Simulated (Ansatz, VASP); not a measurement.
## HfNbSe4: VASP beside Ansatz

File INCAR:

```
SYSTEM = HfNbSe4
PREC     = Accurate       ! precision mode
ENCUT    = 600            ! plane-wave cutoff, eV
EDIFF    = 1E-7           ! SCF threshold, eV
ISMEAR   = 0              ! smearing method
SIGMA    = 0.1            ! smearing width, eV
LREAL    = .FALSE.        ! projectors in reciprocal space
LASPH    = .TRUE.         ! aspherical terms in the spheres
NELM     = 100            ! most SCF steps
ALGO     = Normal         ! electronic algorithm
ISIF     = 3              ! what is computed and relaxed
LWAVE    = .FALSE.        ! write WAVECAR
LCHARG   = .FALSE.        ! write CHGCAR
GGA      = PE             ! functional
IBRION   = 2              ! ionic algorithm
NSW      = 100            ! ionic steps
EDIFFG   = -0.01          ! ionic threshold
```

File KPOINTS:

```
Automatic mesh
0
G
  12 12 8
  0 0 0
```

The input POSCAR:

```
HfNbSe4
1.0
    5.4994906269      0.0000000000      0.0000000000
   -2.7497453134      4.7626985907      0.0000000000
    0.0000000000      0.0000000000      4.8508962912
Hf Nb Se
1 1 4
Direct
    0.3333333333      0.6666666667      0.0000000000
    0.6666666667      0.3333333333      0.0000000000
    0.0000000000      0.0000000000      0.0000000000
    0.3423381552      0.1711690776      0.5000000000
    0.8288309224      0.1711690776      0.5000000000
    0.8288309224      0.6576618448      0.5000000000
```

Input for Ansatz:

```yaml
crystal:
  lattice:
    - [5.4994906269, 0.0, 0.0]
    - [-2.7497453134, 4.7626985907, 0.0]
    - [0.0, 0.0, 4.8508962912]
  atoms:
    - { symbol: Hf, position: [0.3333333333, 0.6666666667, 0.0] }
    - { symbol: Nb, position: [0.6666666667, 0.3333333333, 0.0] }
    - { symbol: Se, position: [0.0, 0.0, 0.0] }
    - { symbol: Se, position: [0.3423381552, 0.1711690776, 0.5] }
    - { symbol: Se, position: [0.8288309224, 0.1711690776, 0.5] }
    - { symbol: Se, position: [0.8288309224, 0.6576618448, 0.5] }
basis:
  ecutwfc: 420
kpoints:
  mp_grid: { grid: [12, 12, 8] }
hamiltonian:
  xc: pbe
scf:
  occupations: { method: gaussian, width: 0.1 }
output:
  forces: true
  stress: true
  eigenvalues: true
relax:
  adjacent_minimum: "off"
  f_tol: 0.01
  max_steps: 80
  cell: { stress_tol: 0.05 }
```

Change from the starting cell: species swapped into the HoCo4Cu type (P-6m2, No. 187).

Alike in both runs: task relaxation of cell and atoms; functional PBE; k mesh 12 × 12 × 8; occupations gaussian, width 0.1 eV; no spin polarisation.

|  | VASP | Ansatz |
| --- | --- | --- |
| version | VASP 6.6.1 | Ansatz 0.2.0 |
| potentials or method | VASP PAW PBE potentials, release 64 (Hf_pv, Nb_sv, Se) | scalar-relativistic, plane waves, PAW |
| plane-wave cutoff (eV) | 600 | 420 |
| valence electrons in the cell | 47 | 103 |

```tsv
	VASP	Ansatz	Ansatz less VASP
gap on the k mesh at the Fermi level, each at its own relaxed structure (eV)	none	none	-
relaxed volume (Å³/atom)	21.09	21.12	+0.030
relaxed cell length with the largest relative difference (Å)	5.493	5.497	+0.0041
```

A gap of «none» marks a metal or a gap that the smearing closes. The two sets of potentials don't hold the same shells in valence.

The runs have no spin-orbit coupling, so splittings on Hf are missing.
